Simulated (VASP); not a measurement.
OSZICAR of a VASP run on RuAl (CsCl type):

OSZICAR:
```
       N       E                     dE             d eps       ncg     rms          rms(c)
DAV:   1     0.113439939014E+03    0.11344E+03   -0.91909E+03  2024   0.131E+03
DAV:   2    -0.137972618272E+02   -0.12724E+03   -0.12266E+03  2196   0.353E+02
DAV:   3    -0.161843910239E+02   -0.23871E+01   -0.22918E+01  2388   0.486E+01
DAV:   4    -0.162067816485E+02   -0.22391E-01   -0.22377E-01  2304   0.487E+00
DAV:   5    -0.162073122080E+02   -0.53056E-03   -0.53053E-03  2520   0.657E-01    0.161E+01
DAV:   6    -0.154883866098E+02    0.71893E+00   -0.38968E+00  2128   0.231E+01    0.280E+00
DAV:   7    -0.154263333137E+02    0.62053E-01   -0.22479E-01  2144   0.584E+00    0.263E+00
DAV:   8    -0.154079235027E+02    0.18410E-01   -0.15034E-02  2180   0.967E-01    0.272E-01
DAV:   9    -0.154077986491E+02    0.12485E-03   -0.60579E-04  2388   0.270E-01    0.149E-01
DAV:  10    -0.154077803009E+02    0.18348E-04   -0.82285E-05  2268   0.109E-01    0.872E-03
DAV:  11    -0.154077795112E+02    0.78964E-06   -0.19783E-06  2256   0.154E-02
   1 F= -.10837239E+02 E0= -.10837580E+02  d E =-.108372E+02
       N       E                     dE             d eps       ncg     rms          rms(c)
DAV:   1    -0.185026901313E+02   -0.30949E+01   -0.60934E+01  2084   0.112E+02    0.267E+01
DAV:   2    -0.148250459678E+02    0.36776E+01   -0.16078E+01  2104   0.512E+01    0.775E+00
DAV:   3    -0.147765028983E+02    0.48543E-01   -0.31526E-01  2140   0.659E+00    0.336E+00
DAV:   4    -0.147745779149E+02    0.19250E-02   -0.10968E-01  2072   0.298E+00    0.686E-01
DAV:   5    -0.147742979461E+02    0.27997E-03   -0.16680E-03  2512   0.468E-01    0.397E-01
DAV:   6    -0.147745570457E+02   -0.25910E-03   -0.17906E-04  2280   0.129E-01    0.317E-02
DAV:   7    -0.147745339091E+02    0.23137E-04   -0.40419E-05  2376   0.680E-02    0.109E-02
DAV:   8    -0.147745330177E+02    0.89147E-06   -0.45268E-07  1380   0.791E-03
   2 F= -.10686268E+02 E0= -.10686572E+02  d E =0.150971E+00
       N       E                     dE             d eps       ncg     rms          rms(c)
DAV:   1    -0.175045050384E+02   -0.27300E+01   -0.34329E+01  2052   0.876E+01    0.124E+01
DAV:   2    -0.154913316961E+02    0.20132E+01   -0.13128E+01  2104   0.443E+01    0.383E+00
DAV:   3    -0.152960981121E+02    0.19523E+00   -0.61394E-01  2104   0.932E+00    0.129E+00
DAV:   4    -0.152946661874E+02    0.14319E-02   -0.42766E-02  2172   0.159E+00    0.620E-01
DAV:   5    -0.152968437067E+02   -0.21775E-02   -0.71629E-03  2180   0.893E-01    0.162E-01
DAV:   6    -0.152971254911E+02   -0.28178E-03   -0.55024E-04  2752   0.239E-01    0.345E-02
DAV:   7    -0.152971225217E+02    0.29694E-05   -0.55041E-05  2232   0.844E-02    0.167E-02
DAV:   8    -0.152971218387E+02    0.68301E-06   -0.34587E-06  2236   0.215E-02
   3 F= -.10860747E+02 E0= -.10861106E+02  d E =-.235082E-01
       N       E                     dE             d eps       ncg     rms          rms(c)
DAV:   1    -0.152934251527E+02    0.36974E-02   -0.40672E-03  2072   0.930E-01    0.166E-01
DAV:   2    -0.152931828308E+02    0.24232E-03   -0.12779E-03  2092   0.443E-01    0.460E-02
DAV:   3    -0.152931749616E+02    0.78693E-05   -0.33618E-05  2108   0.700E-02    0.142E-02
DAV:   4    -0.152931760218E+02   -0.10602E-05   -0.64493E-06  2096   0.192E-02    0.316E-03
DAV:   5    -0.152931761506E+02   -0.12887E-06   -0.15206E-07  1024   0.442E-03
   4 F= -.10860770E+02 E0= -.10861129E+02  d E =-.235309E-01
```

Q: Which electronic solver shows in the log?

A: It is blocked Davidson (ALGO = Normal, or the opening steps of other solvers). The INCAR had ALGO = Normal.

Q: Can the final energy be trusted as converged?

A: The calculation finished and met its thresholds. It stopped with EDIFF = 1E-6, NELM = 100, NSW = 40 and EDIFFG = -0.02 after 4 ionic steps (PBEsol GGA, plane waves, VASP's PBE PAW potentials (set 64)). Energy and stress use the plane-wave basis of the starting cell.

The compound is RuAl in the CsCl type structure. This run relaxes it under an external pressure of 30 GPa. Symmetry was kept, so distortions that lower it aren't found. The electron count is odd and the run is not spin-polarised, which forces a metal.
